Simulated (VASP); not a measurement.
A run of VASP 6.6.1:

Contents of INCAR:

```
ALGO = Fast ; EDIFF = 1E-6
ENCUT = 520 ; GGA = CA
ISIF = 2 ; ISMEAR = 0
LASPH = T ; LCHARG = F
LREAL = F ; LWAVE = F
NBANDS = 20 ; NELM = 100
PREC = Accurate ; SIGMA = 0.15
```

KPOINTS

```
k-points
0
Gamma
  16 16 16
```

POSCAR

```
TiRh
1.0
    2.9594419000      0.0000000000      0.0000000000
    0.0000000000      2.9594419000      0.0000000000
    0.0000000000      0.0000000000      3.1152020000
Ti Rh
1 1
Direct
    0.5000000000      0.5000000000      0.5000000000
    0.0000000000      0.0000000000      0.0000000000
```

Potentials or basis: VASP PAW LDA potentials, release 64 (Ti_sv, Rh_pv).

Command:

```console
$ cat potpaw_LDA.64/Ti_sv/POTCAR potpaw_LDA.64/Rh_pv/POTCAR > POTCAR
$ mpirun -np 1 vasp_std > vasp.out
```

Hardware: 1 thread of Intel(R) Xeon(R) 6975P-C (Granite Rapids), with other jobs on the host.

Question: Estimate the wall time of this run.

Answer: Wall time 2.1 min on 1 thread of Intel(R) Xeon(R) 6975P-C (Granite Rapids), on a shared host, peak memory 0.31 GiB. Counts: scf iterations 29, k points 405.
